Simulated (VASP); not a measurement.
Energy against volume of HfO$_{2}$ (fluorite). Computed with PW91 GGA, VASP's PBE PAW potentials (set 64) (plane waves; VASP 6.6.1).

```tsv
V (Å³/atom)	E (eV/atom)
10.224	-10.09911
10.551	-10.12601
10.877	-10.13469
11.203	-10.12776
11.530	-10.10752
```

Task: Fit a third-order Birch-Murnaghan equation of state.

Result: 
The volume per atom is 10.89 Å³/atom, the bulk modulus is 254 GPa and the pressure derivative of the bulk modulus is 4.23. The lattice constant a is 5.074 Å.

The compound is HfO2 in the fluorite structure, the high-temperature cubic form, which is unstable at 0 K; the monoclinic form is the stable one. It was relaxed first.
